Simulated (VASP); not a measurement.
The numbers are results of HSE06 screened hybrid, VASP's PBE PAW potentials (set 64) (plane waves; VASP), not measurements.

A VASP calculation is set up with these files.

File KPOINTS:
```
Automatic mesh
0
Gamma
1 1 1
0 0 0
```

File POSCAR:
```
Au atom
1
   12.0000000000     0.0000000000     0.0000000000
    0.0000000000    12.5000000000     0.0000000000
    0.0000000000     0.0000000000    13.0000000000
Au
1
Direct
  0.0000000000   0.0000000000   0.0000000000
```

### INCAR
```
AEXX = 0.25
ALGO = All
EDIFF = 1E-6
ENCUT = 520
GGA = PE
HFSCREEN = 0.2
ISMEAR = 0
ISPIN = 2
ISYM = 0
LASPH = .TRUE.
LCHARG = .FALSE.
LHFCALC = .TRUE.
LMAXMIX = 6
LORBIT = 10
LREAL = .FALSE.
LWAVE = .FALSE.
MAGMOM = 1
NELM = 200
NUPDOWN = 1
PREC = Normal
PRECFOCK = Fast
SIGMA = 0.01
SYSTEM = Au atom
```

POTCAR, in this order: Au (PBE.64 set). Program: vasp_gam. Read from the step before: WAVECAR.

Output of the run:

**OSZICAR**
```
       N       E                     dE             d eps       ncg     rms           ort
SDA:   1    -0.497463019786E+00   -0.49746E+00    0.00000E+00    10   0.161E+00   0.000E+00
CGA:   2    -0.523984296713E+00   -0.26521E-01   -0.26580E-01    10   0.127E-01   0.371E-03
CGA:   3    -0.528625670686E+00   -0.46414E-02   -0.46475E-02    10   0.176E-02  -0.307E-04
CGA:   4    -0.529295461031E+00   -0.66979E-03   -0.67122E-03    10   0.417E-03  -0.892E-05
CGA:   5    -0.529453432564E+00   -0.15797E-03   -0.15879E-03    10   0.107E-03  -0.553E-05
CGA:   6    -0.529484065725E+00   -0.30633E-04   -0.30586E-04    10   0.264E-04   0.103E-05
CGA:   7    -0.529491149244E+00   -0.70835E-05   -0.71106E-05    10   0.700E-05  -0.161E-05
CGA:   8    -0.529492624474E+00   -0.14752E-05   -0.14800E-05    10   0.643E-06   0.179E-06
CGA:   9    -0.529492843609E+00   -0.21914E-06   -0.23020E-06    10   0.135E-06  -0.110E-06
   1 F= -.52949284E+00 E0= -.52949284E+00  d E =-.161399E-15  mag=     1.0000
```

**OUTCAR**
```
------------------------ aborting loop because EDIFF is reached ----------------------------------------
  volume of cell :     1950.00
      direct lattice vectors                 reciprocal lattice vectors
    12.000000000  0.000000000  0.000000000     0.083333333  0.000000000  0.000000000
     0.000000000 12.500000000  0.000000000     0.000000000  0.080000000  0.000000000
     0.000000000  0.000000000 13.000000000     0.000000000  0.000000000  0.076923077
 POSITION                                       TOTAL-FORCE (eV/Angst)
 -----------------------------------------------------------------------------------
      0.00000      0.00000      0.00000         0.000003      0.000001     -0.000001
 -----------------------------------------------------------------------------------
    total drift:                                0.000003      0.000001     -0.000001
  FREE ENERGIE OF THE ION-ELECTRON SYSTEM (eV)
  ---------------------------------------------------
  free  energy   TOTEN  =        -0.5294928436 eV

  energy  without entropy=       -0.5294928436  energy(sigma->0) =       -0.52949284

  exchange ACFDT corr.  =        -0.00000000  see jH, gK, PRB 81, 115126

 total charge

# of ion       s       p       d       tot
------------------------------------------
    1        0.476   0.000   9.085   9.562

 magnetization (x)

# of ion       s       p       d       tot
------------------------------------------
    1        0.476   0.000  -0.026   0.450
```
(Selected blocks of OUTCAR.)

The atom may not be in its lowest state.

The cell is a free atom in a box.
